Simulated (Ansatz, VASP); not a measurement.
# Rh: VASP beside Ansatz

One calculation is typed for both programs; each brings its own data sets. How far apart do they land? Of the first pair: The structure shown is the start of the Ansatz relaxation below; VASP solves that cell, so the two are compared at the walk's first step.

Main program and level: Ansatz 0.2.0; plane waves, with VASP 6.6.1 beside it; single point at LDA.

**1. Starting point**

The cell holds 5 atoms: 5 Rh. Cell: a = 2.613 Å, b = 2.613 Å, c = 39.000 Å, α = 90.0°, β = 90.0°, γ = 90.0°. It derives from Rh. Vacuum lies along c.

Coordinates:

```cif
data_structure
_symmetry_space_group_name_H-M 'P 1'
_symmetry_Int_Tables_number 1
_cell_length_a 2.6135
_cell_length_b 2.6135
_cell_length_c 39.0000
_cell_angle_alpha 90.000
_cell_angle_beta 90.000
_cell_angle_gamma 90.000
_cell_volume 266.38
loop_
_atom_site_label
_atom_site_type_symbol
_atom_site_fract_x
_atom_site_fract_y
_atom_site_fract_z
_atom_site_occupancy
Rh1 Rh 0.00000 0.00000 0.16791 1
Rh2 Rh 0.50000 0.50000 0.21489 1
Rh3 Rh 0.00000 0.00000 0.26410 1
Rh4 Rh 0.50000 0.50000 0.31331 1
Rh5 Rh 0.00000 0.00000 0.36030 1
```

**2. Ansatz: relaxation, LDA**

Ansatz runs on its PAW soft_1 files.

The two programs are compared at the cell with which this relaxation starts, whose forces are those of its first step.

File input.yaml:

```yaml
crystal:
  lattice:
    - [1.8480015583, 1.8480015583, 0.0]
    - [-1.8480015583, 1.8480015583, 0.0]
    - [0.0, 0.0, 38.9999984]
  atoms:
    - { symbol: Rh, position: [0.0, 0.0, 0.1679071582] }
    - { symbol: Rh, position: [0.5, 0.5, 0.2148934479] }
    - { symbol: Rh, position: [0.0, 0.0, 0.2641025749] }
    - { symbol: Rh, position: [0.5, 0.5, 0.3133117019] }
    - { symbol: Rh, position: [0.0, 0.0, 0.3602979917] }
  periodic: [true, true, false]
kpoints:
  mp_grid: { grid: [14, 14, 1] }
hamiltonian:
  xc: lda
  pseudopotentials: { kind: paw, azcp: { folder: soft_1 }, xc_functional: pbe }
scf:
  occupations: { method: gaussian, width: 0.1 }
output:
  forces: true
  stress: true
  eigenvalues: true
  write_density: true
  write_potential: true
  elf: true
  volumetric_format: npy
relax:
  adjacent_minimum: "off"
  f_tol: 0.005
  max_steps: 80
  cell: { stress_2d_tol: 0.02 }
```

Command:

```sh
$ ansatz run input.yaml --threads 8 --pin off --max-ram 16384MiB --backend cpu --events-out ev --progress --plain --runs-dir out
```

Numbers of over 12 decimals in the logs are rounded to 6 here.

Log:

```text
Engine: ansatz 0.2.0, aarch64-unknown-linux-gnu
Pseudopotentials: kind: paw
Pseudopotential: Rh, paw, valence charge 17, recommended cutoff 420 eV (normal), soft_1/Rh.paw.azcp
Functional definition: SPW92
  exchange = slater_x
  correlation = pw_c
Crystal: 5 atoms, lattice volume = 266.379 Å³
Basis set: ecut = 420 eV, 5231 PW (Γ)
Bands: 51, of which v1, the nominal top of the filled ones, is band 43 counted from 1 (42 counted from 0)
Symmetry: 16 space group operations
Space group: P4/mmm (ITA 123), of the structure as read, at distance tolerance 6.4e-5 Å
k-points: 36 of 196
Non-local potential: Rh, projectors of the file, l = 0: 3, l = 1: 2, l = 2: 2, l = 3: 1
PAW form: soft (Blöchl's): semilocal exchange-correlation on the pseudo side does not see the compensation charge
PAW frozen core: Rh, regenerated for the run's functional, and the local potential with it (the file was generated under x = pbe(κ = 0.804, μ = 0.219515), c = pbe(β = 0.066725))
PAW one-centre angular grid: Rh, 590 points (default); XC on 64 Gauss nodes
Initial density: superposition of atomic densities (neutral atoms: chi_scale 0, normalization atom)
Initial wavefunctions: pseudopotential atomic-orbital guess
Functional: x = slater, c = lda
SCF iter   1: F=—  HF=-31393.648510 eV  |F-HF|=—  |Δ(HF+E_count)|=         —  Δρ=5.71e-2  dr2=9.09e0  ethr=3.10e-3  ⟨swp⟩=18.0  Hψ=13931  notcnv=0  defer=1
preconditioner: auto → LDOS  [metal: Δε(μ)=0.031 eV  Ē_g=6.080 eV  σ=0.100 eV  W_gap=0.17  n_scr=26 (ndim 8)  ℏωp=15.3 eV  f_vac=0.709  D(μ)=7.04/eV (n_scr^D=26)  β→1.0]
SCF iter   2: F=—  HF=-31395.209435 eV  |F-HF|=—  |Δ(HF+E_count)|=    1.56e0  Δρ=7.17e-2  dr2=1.35e1  ethr=3.10e-3  ⟨swp⟩=4.8  Hψ=5946  notcnv=0  defer=82
SCF iter   3: F=—  HF=-31390.942090 eV  |F-HF|=—  |Δ(HF+E_count)|=    4.27e0  Δρ=1.41e-2  dr2=4.40e-1  ethr=3.10e-3  ⟨swp⟩=3.1  Hψ=4838  notcnv=0  defer=60
SCF iter   4: F=—  HF=-31390.797260 eV  |F-HF|=—  |Δ(HF+E_count)|=   1.45e-1  Δρ=1.56e-3  dr2=1.51e-2  ethr=5.18e-4  ⟨swp⟩=3.4  Hψ=4592  notcnv=0  defer=61
SCF iter   5: F=—  HF=-31390.798905 eV  |F-HF|=—  |Δ(HF+E_count)|=   1.64e-3  Δρ=5.61e-4  dr2=1.98e-3  ethr=1.77e-5  ⟨swp⟩=3.4  Hψ=4078  notcnv=0  defer=61
SCF iter   6: F=—  HF=-31390.798853 eV  |F-HF|=—  |Δ(HF+E_count)|=   5.19e-5  Δρ=2.92e-4  dr2=5.08e-4  ethr=2.33e-6  ⟨swp⟩=3.8  Hψ=3864  notcnv=0  defer=61
SCF iter   7: F=—  HF=-31390.798770 eV  |F-HF|=—  |Δ(HF+E_count)|=   8.28e-5  Δρ=9.30e-5  dr2=2.10e-5  ethr=5.98e-7  ⟨swp⟩=3.1  Hψ=3411  notcnv=0  defer=61
SCF iter   8: F=—  HF=-31390.798901 eV  |F-HF|=—  |Δ(HF+E_count)|=   1.31e-4  Δρ=3.38e-5  dr2=2.65e-6  ethr=2.47e-8  ⟨swp⟩=3.4  Hψ=4115  notcnv=0  defer=61
SCF iter   9: F=—  HF=-31390.798903 eV  |F-HF|=—  |Δ(HF+E_count)|=   2.70e-6  Δρ=1.18e-5  dr2=7.04e-7  ethr=3.12e-9  ⟨swp⟩=3.8  Hψ=4415  notcnv=0  defer=61
iter 10 did not close the SCF: its close was put off until two iterations running show no level that it waits for move by more than its bar (scf_convergence_deferred on its scf_iter line)
[...]
SCF 1 converged in 12 iterations: F = -31390.798904 eV  dr2 = 2.34e-10
  greatest PAW one-centre occupation: 0.998 electrons in one spin orbital (limit 2), on the Rh atom at site 3 (counted from 0), in its partial waves of l = 0
relax step   1: F+E_penalty+E_count = -31390.79890394 eV  Δ(F+E_penalty+E_count) = +0.000e0 eV  max|allowed force component| = 7.989e-2 eV/Å  Δτ_max = 0.0000 Å  P = +0.646 N/m  Ω = 266.379 Å³  fix = [c, alpha, beta]  reactions: c +0.000 N/m  (12 SCF iters, dr2 threshold 1.00e-7 eV, accepted)
Crystal: 5 atoms, lattice volume = 267.854 Å³
Basis set: ecut = 420 eV, 5271 PW (Γ)
Initial density: handed on by an earlier stage of this run
Initial wavefunctions: those handed on with the density
[...]
preconditioner: auto → LDOS  [metal: Δε(μ)=0.006 eV  Ē_g=5.869 eV  σ=0.100 eV  W_gap=0.03  n_scr=26 (ndim 8)  ℏωp=15.2 eV  f_vac=0.714  D(μ)=7.93/eV (n_scr^D=28)  β→1.0]
[...]
SCF iter   1: F=—  HF=-31390.788259 eV  |F-HF|=—  |Δ(HF+E_count)|=         —  Δρ=4.69e-4  dr2=1.92e-5  ethr=1.18e-7  ⟨swp⟩=7.5  Hψ=22979  notcnv=0
SCF iter   2: F=—  HF=-31390.801201 eV  |F-HF|=—  |Δ(HF+E_count)|=   1.29e-2  Δρ=2.07e-5  dr2=9.38e-6  ethr=2.25e-8  ⟨swp⟩=4.1  Hψ=3456  notcnv=0
SCF iter   3: F=—  HF=-31390.801143 eV  |F-HF|=—  |Δ(HF+E_count)|=   5.77e-5  Δρ=1.31e-5  dr2=5.13e-7  ethr=1.10e-8  ⟨swp⟩=2.9  Hψ=2774  notcnv=0
SCF iter   4: F=—  HF=-31390.801317 eV  |F-HF|=—  |Δ(HF+E_count)|=   1.74e-4  Δρ=5.91e-6  dr2=3.44e-7  ethr=6.03e-10  ⟨swp⟩=3.5  Hψ=4117  notcnv=0
SCF iter   5: F=—  HF=-31390.801329 eV  |F-HF|=—  |Δ(HF+E_count)|=   1.20e-5  Δρ=1.92e-6  dr2=1.40e-8  ethr=4.05e-10  ⟨swp⟩=2.8  Hψ=3081  notcnv=0
SCF iter   6: F=—  HF=-31390.801329 eV  |F-HF|=—  |Δ(HF+E_count)|=   3.03e-7  Δρ=5.22e-7  dr2=2.47e-9  ethr=1.65e-11  ⟨swp⟩=3.3  Hψ=4080  notcnv=0
SCF iter   7: F=—  HF=-31390.801329 eV  |F-HF|=—  |Δ(HF+E_count)|=   1.92e-8  Δρ=2.21e-7  dr2=1.68e-10  ethr=2.91e-12  ⟨swp⟩=3.5  Hψ=4094  notcnv=0
SCF iter   8: F=—  HF=-31390.801329 eV  |F-HF|=—  |Δ(HF+E_count)|=   2.26e-9  Δρ=7.39e-8  dr2=2.82e-11  ethr=1.00e-12  ⟨swp⟩=1.7  Hψ=2358  notcnv=0
SCF iter   9: F=—  HF=-31390.801329 eV  |F-HF|=—  |Δ(HF+E_count)|=  9.46e-11  Δρ=4.89e-8  dr2=8.10e-12  ethr=1.00e-12  ⟨swp⟩=14.7  Hψ=14831  notcnv=0
SCF iter  10: F=-31390.801329 eV  HF=-31390.801329 eV  |F-HF|=2.36e-10  |Δ(HF+E_count)|=  8.00e-11  Δρ=3.42e-8  dr2=2.41e-12  ethr=1.00e-12  ⟨swp⟩=8.0  Hψ=9833  notcnv=0
SCF 5 converged in 10 iterations: F = -31390.801329 eV  dr2 = 2.41e-12
relax step   5: F+E_penalty+E_count = -31390.80132935 eV  Δ(F+E_penalty+E_count) = -2.065e-4 eV  max|allowed force component| = 1.137e-3 eV/Å  Δτ_max = 0.0000 Å  P = -0.003 N/m  Ω = 267.796 Å³  fix = [c, alpha, beta]  reactions: c +0.000 N/m  stress off target by 3.06e-3 N/m on what of the cell is left free  SCF on the basis re-selected at this cell (its energy is not comparable with the rows above)  (10 SCF iters)
basis re-selected at this cell: Δ(F+E_penalty+E_count) = -2.065e-4 eV, ΔP = +0.002 N/m vs the last step (what re-selecting the basis moved, of the pressure what is left beyond the Pulay correction that the steps carried, after the strain that the cell walked since its last selection, with what the two solves' SCF thresholds leave and, on support functions, any second-order correction that the steps lacked; it is no m [...]
WARN: The output density's exchange-correlation potential varies sharply where the density is thin. Do not read a vacuum level from v_tot or v_xc, or from such a field of the output density. On a cell that repeats whose density bears no net charge and no dipole along the vacuum's axis use v_es (v_loc + v_h of the components); under efield.dipole_correction with no amplitude use v_es + v_field, which holds any externa [...]
SCF converged after 10 iterations
Free energy (F): -31390.801329 eV
Harris-Foulkes:  -31390.801329 eV  (|F-HF|=2.36e-10)
Internal energy: -31390.761914 eV  (E = F + TS)
E sigma→0 (E₀):  -31390.781622 eV
Entropy (-TS):   -0.039415 eV (-7.883 meV/atom)
Fermi energy:    -5.500151 eV
--- Per-component energies (eV) ---
  E_band       = -2791.896101
  E_kinetic    = 2693.534155
  E_local      = -641446.094129  (includes V_loc(G=0)·N_el)
  E_nonlocal   = 1524.069296
  E_hartree    = 318582.653779
  E_xc         = -1003.493429
  E_vxc        = -1264.471728  (∫ρ·V_xc dr)
  E_paw        = -17403.305233  (= ΣΔE_a)
  E_vpaw       = -1464.241340  (= ΣTr[D̂ρ^β])
  E_aug_tail   = 0.000088  (compensation charges beyond the density's cutoff)
  E_ewald      = 305658.761148
  E_core_change = 3.112410  (= ΣΔE_core)
  E_smearing   = -0.039415  (= −TS)
  E_closure    = 0.000000  (closes the sum)
  Σ components = -31390.801329   (vs F -31390.801329, Δ=0.00e0)
--- Forces (eV/Å), atoms counted from 1 ---
  atom   1  Rh     0.00000000     0.00000000     0.00113673
  atom   2  Rh    -0.00000000     0.00000000    -0.00100668
  atom   3  Rh     0.00000000    -0.00000000     0.00000000
  atom   4  Rh     0.00000000     0.00000000     0.00100668
  atom   5  Rh     0.00000000     0.00000000    -0.00113673
  max |Σ_I F_I| component: 2.17e-19 eV/Å
--- 2D stress c σ (N/m, compression-positive) ---
       -0.003061       0.000000       0.000000
        0.000000      -0.003061       0.000000
        0.000000       0.000000       0.000000
  P = ½ c Tr σ = -0.0031 N/m
--- Band table (eV; the first three rows and the last of 36) ---
  k-point 0: bands = [... 39 lower, -6.3268, -6.2666, -6.0422, -5.4216, -5.3202, -5.3202, -4.8993, -4.7795, ... 4 higher]
  k-point 1: bands = [... 39 lower, -6.4025, -5.9633, -5.8008, -5.7565, -5.7385, -5.1383, -5.0930, -5.0379, ... 4 higher]
  k-point 2: bands = [... 39 lower, -6.6455, -6.2618, -6.1630, -6.0753, -5.9507, -5.2227, -5.2093, -4.8231, ... 4 higher]
  k-point 35: bands = [... 39 lower, -5.0344, -4.3577, -4.3564, -4.2489, -3.7983, -3.7983, -1.0231, -1.0231, ... 4 higher]
--- Relaxed structure (4 steps of the walk, 4 accepted, 1 SCFs on fresh bases) ---
  F+E_penalty+E_count = -31390.80132935 eV   max|allowed force component| = 1.137e-3 eV/Å   (the final SCF, on the basis selected at the relaxed cell)
  cell:  # Å, volume = 267.7955 Å³
    - [1.852910, 1.852910, 0.0]
    - [-1.852910, 1.852910, 0.0]
    - [0.0, 0.0, 38.9999984]
  atoms:
    - { symbol: Rh, position: [0, 0, 0.168490] }
    - { symbol: Rh, position: [0.5, 0.5, 0.215120] }
    - { symbol: Rh, position: [0, 0, 0.26410257492] }
    - { symbol: Rh, position: [0.5, 0.5, 0.313085] }
    - { symbol: Rh, position: [0, 0, 0.359715] }
```

Reading the cycles: dr2 is the Hartree energy of the density residual (eV), the measure of convergence; HF is the Harris–Foulkes estimate of the energy, which meets the free energy F at convergence.

**3. VASP: single point, LDA, start cell, pair 1**

The same cell, functional (in two slightly different forms), mesh and smearing now go to VASP, with its own data sets.

Lines of VASP's logs that name or quote its potential files are left out, and so is its time.

File INCAR:

```
SYSTEM = Rh
PREC = Accurate
ENCUT = 400
EDIFF = 1E-06
NELM = 120
ISMEAR = 0
SIGMA = 0.1
LREAL = .FALSE.
ALGO = Normal
GGA = CA
NBANDS = 46
LASPH = .TRUE.
LORBIT = 11
LWAVE = .FALSE.
LCHARG = .FALSE.
ISIF = 2
LDIPOL = .TRUE.
IDIPOL = 3
DIPOL = 0.5 0.5 0.264
LVHAR = .TRUE.
GGA_COMPAT = .FALSE.
NELMDL = -8
KPAR = 2
```

File POSCAR:

```
Rh
1.0
    1.8480020000      1.8480020000      0.0000000000
   -1.8480020000      1.8480020000      0.0000000000
    0.0000000000      0.0000000000     38.9999980000
Rh
5
Direct
    0.0000000000      0.0000000000      0.1679071625
    0.5000000000      0.5000000000      0.2148934469
    0.0000000000      0.0000000000      0.2641025776
    0.5000000000      0.5000000000      0.3133117084
    0.0000000000      0.0000000000      0.3602979928
```

File KPOINTS:

```
Automatic mesh
0
Gamma
14 14 1
0 0 0
```

The projector-augmented-wave data sets are Rh_pv (LDA family, release 64).

Command:

```sh
$ mpirun -np 2 vasp_std
```

Log:

```text
[banner, memory and clock lines left out]
running    2 mpi-ranks, on    1 nodes
 distrk:  each k-point on    1 cores,    2 groups
 distr:  one band on    1 cores,    1 groups

 POSCAR found type information on POSCAR Rh
 POSCAR found :  1 types and       5 ions
 LDA part: xc-table for (Slater(with rela. corr.)+CA(PZ))
 , standard interpolation
 POSCAR, INCAR and KPOINTS ok, starting setup
 FFT: planning ... GRIDC
 FFT: planning ... GRID_SOFT
 FFT: planning ... GRID
 WAVECAR not read
 entering main loop
       N       E                     dE             d eps       ncg     rms          rms(c)
DAV:   1     0.594937032994E+03    0.59494E+03   -0.43018E+04  4480   0.121E+03
DAV:   2    -0.266564459911E+02   -0.62159E+03   -0.60543E+03  3806   0.388E+02
DAV:   3    -0.430879223879E+02   -0.16431E+02   -0.15740E+02  3606   0.674E+01
DAV:   4    -0.434025293587E+02   -0.31461E+00   -0.31344E+00  4222   0.897E+00
DAV:   5    -0.434098828085E+02   -0.73534E-02   -0.73528E-02  3928   0.114E+00
DAV:   6    -0.434102005417E+02   -0.31773E-03   -0.31773E-03  4398   0.216E-01
DAV:   7    -0.434102152896E+02   -0.14748E-04   -0.14748E-04  3878   0.382E-02
DAV:   8    -0.434102160156E+02   -0.72594E-06   -0.72598E-06  2616   0.686E-03    0.252E+01
DAV:   9    -0.409944854270E+02    0.24157E+01   -0.77635E+00  3408   0.185E+01    0.919E+00
DAV:  10    -0.418979051415E+02   -0.90342E+00   -0.46047E+00  3530   0.161E+01    0.123E+01
DAV:  11    -0.408838546729E+02    0.10141E+01   -0.43849E+00  3592   0.119E+01    0.294E+00
DAV:  12    -0.410655631206E+02   -0.18171E+00   -0.12760E+00  3494   0.131E+01    0.498E+00
DAV:  13    -0.408232830538E+02    0.24228E+00   -0.36771E-01  3640   0.573E+00    0.123E+00
DAV:  14    -0.408089708596E+02    0.14312E-01   -0.61336E-02  3632   0.179E+00    0.350E-01
[...]
DAV:  21    -0.408087533475E+02   -0.67983E-04   -0.54358E-06  2696   0.140E-02    0.635E-03
DAV:  22    -0.408088148842E+02   -0.61537E-04   -0.34963E-06  2442   0.715E-03    0.212E-03
DAV:  23    -0.408088502937E+02   -0.35409E-04   -0.18867E-06  2350   0.283E-03    0.116E-03
DAV:  24    -0.408088607518E+02   -0.10458E-04   -0.29424E-07  2228   0.203E-03    0.766E-04
DAV:  25    -0.408088677917E+02   -0.70399E-05   -0.21980E-07  2172   0.104E-03    0.477E-04
DAV:  26    -0.408088703975E+02   -0.26058E-05   -0.70734E-08  2110   0.731E-04    0.231E-04
DAV:  27    -0.408088719143E+02   -0.15169E-05   -0.57886E-08  2062   0.534E-04    0.100E-04
DAV:  28    -0.408088724890E+02   -0.57462E-06   -0.25454E-08  2094   0.346E-04
   1 F= -.40808872E+02 E0= -.40788600E+02  d E =-.405444E-01
```

Parts of OUTCAR (step 3):

```text
ion  position               nearest neighbor table
   1  0.000  0.000  0.168-   2 2.60   2 2.60   2 2.60   2 2.60
   2  0.500  0.500  0.215-   1 2.60   1 2.60   1 2.60   1 2.60   3 2.66   3 2.66   3 2.66   3 2.66

  LATTYP: Found a simple tetragonal cell.
 ALAT       =     2.6134694917
 C/A-ratio  =    14.9226911292

 Subroutine GETGRP returns: Found 16 space group operations
 (whereof  8 operations were pure point group operations)

The static configuration has the point symmetry C_4v.
 The point group associated with its full space group is D_4h.

 Found     36 irreducible k-points:

   k-points           NKPTS =     36   k-points in BZ     NKDIM =     36   number of bands    NBANDS=     46

   dimension x,y,z NGX =    18 NGY =   18 NGZ =  256
   dimension x,y,z NGXF=    36 NGYF=   36 NGZF=  512

   ENCUT  =  400.0 eV  29.40 Ry    5.42 a.u.   4.26  4.26 63.60*2*pi/ulx,y,z

   NELECT =      75.0000    total number of electrons

 k-points in reciprocal lattice and weights: Automatic mesh
   0.00000000  0.00000000  0.00000000       0.005
   0.07142857  0.00000000  0.00000000       0.020
   0.14285714  0.00000000  0.00000000       0.020
   0.21428571  0.00000000  0.00000000       0.020
   0.28571429  0.00000000  0.00000000       0.020
   0.35714286  0.00000000  0.00000000       0.020
   0.42857143  0.00000000  0.00000000       0.020
   0.50000000  0.00000000  0.00000000       0.010
   0.07142857  0.07142857  0.00000000       0.020
[...]
0.50000000  0.42857143  0.00000000       0.020
   0.50000000  0.50000000  0.00000000       0.005

 dipolmoment           0.000000      0.000000     -0.000000 electrons x Angstroem

 average (electrostatic) potential at core
       1 -83.4120       2 -84.0422       3 -83.9533       4 -84.0422       5 -83.4121

 E-fermi :  -1.0307

 k-point     1 :       0.0000    0.0000    0.0000
  band No.  band energies     occupation
    ...
     33      -2.1089      2.00000
     34      -2.1089      2.00000
     35      -1.8253      2.00000
     36      -1.7957      2.00000
     37      -1.5142      2.00000
     38      -0.9188      0.11364
     39      -0.8408      0.00724
     40      -0.8408      0.00724
     41      -0.4130      0.00000
     42      -0.2981      0.00000
    ...

 k-point     2 :       0.0714    0.0000    0.0000
  band No.  band energies     occupation
    ...
     35      -1.8732      2.00000
     36      -1.4476      2.00000
     37      -1.3357      1.99998
     38      -1.2973      1.99984
     39      -1.2420      1.99719
     40      -0.6828      0.00000
     41      -0.6091      0.00000
     42      -0.5548      0.00000
     43      -0.3894      0.00000
     44      -0.0974      0.00000
    ...

 k-point     3 :       0.1429    0.0000    0.0000
  band No.  band energies     occupation
    ...
     35      -2.1204      2.00000
     36      -1.8120      2.00000
     37      -1.6944      2.00000
     38      -1.5802      2.00000
     39      -1.4472      2.00000
     40      -0.7442      0.00005
     41      -0.7322      0.00002
     42      -0.3516      0.00000
     43      -0.3079      0.00000
     44      -0.1074      0.00000
    ...

  Total        0.0415125      0.0415125     -0.7908060      0.0000000     -0.0000000     -0.0000000
  in kB        0.2496834      0.2496834     -4.7564295      0.0000000     -0.0000000     -0.0000000
  external PRESSURE =      -1.4190209 kB  Pullay stress =       0.0000000 kB

  energy-cutoff  :      400.00
  volume of cell :      266.38
      direct lattice vectors                 reciprocal lattice vectors
     1.848002000  1.848002000  0.000000000     0.270562478  0.270562478  0.000000000
    -1.848002000  1.848002000  0.000000000    -0.270562478  0.270562478  0.000000000
     0.000000000  0.000000000 38.999998000     0.000000000  0.000000000  0.025641027

 POSITION                                       TOTAL-FORCE (eV/Angst)
 -----------------------------------------------------------------------------------
      0.00000      0.00000      6.54838         0.000000     -0.000000      0.031474
      0.00000      1.84800      8.38084        -0.000000     -0.000000     -0.008535
      0.00000      0.00000     10.30000        -0.000000      0.000000      0.000000
      0.00000      1.84800     12.21916         0.000000      0.000000      0.008535
      0.00000      0.00000     14.05162        -0.000000      0.000000     -0.031474
 -----------------------------------------------------------------------------------
    total drift:                               -0.000000      0.000000     -0.000304

  FREE ENERGIE OF THE ION-ELECTRON SYSTEM (eV)
  ---------------------------------------------------
  free  energy   TOTEN  =       -40.8088724890 eV

  energy  without entropy=      -40.7683280446  energy(sigma->0) =      -40.78860027

 vacuum level on the upper side and lower side of the slab         4.470         4.470

 total charge
# of ion       s       p       d       tot
------------------------------------------
    1        0.410   6.231   7.141  13.782
    2        0.442   6.350   7.109  13.902
    3        0.437   6.337   7.113  13.887
    4        0.442   6.350   7.109  13.902
    5        0.410   6.231   7.141  13.782
--------------------------------------------------
tot          2.142  31.499  35.615  69.256

[... 3 further parts left out ...]
```

The run ends at a pressure of -0.14 GPa, with forces up to 0.031 eV/Å.

**4. Comparison**

Known differences besides the potentials themselves: the two LDA forms differ slightly; Ansatz cuts the interaction across the vacuum, VASP repeats the sheet with a dipole correction; the data sets hold 85 valence electrons in Ansatz (on its PAW soft_1 files) and 75 in VASP; the cutoff is 420 eV in Ansatz and 400 eV in VASP; VASP's log shows a relativistic correction to its local exchange, Ansatz's none. Total energies have different zeros and are not compared.

At this near-relaxed geometry the largest component of a force difference is 48 meV/Å. With vacuum in the cell, a pressure given here is an average over mostly empty space and none of the material.

(Part 1 of 2 ends here.)

[Lines on the potential files, build, host, timing and source positions are cut from VASP's logs without a mark.]

[Logs are printed without paths, hosts, clocks, repeated set-up lines and the standing remarks that a program may print on its own settings, such as how far it seeks lower states.]

[Hosts, paths, dates, database ids (printed as entryN), source tags and the programs' standing remarks are cut or masked in the printed files.]
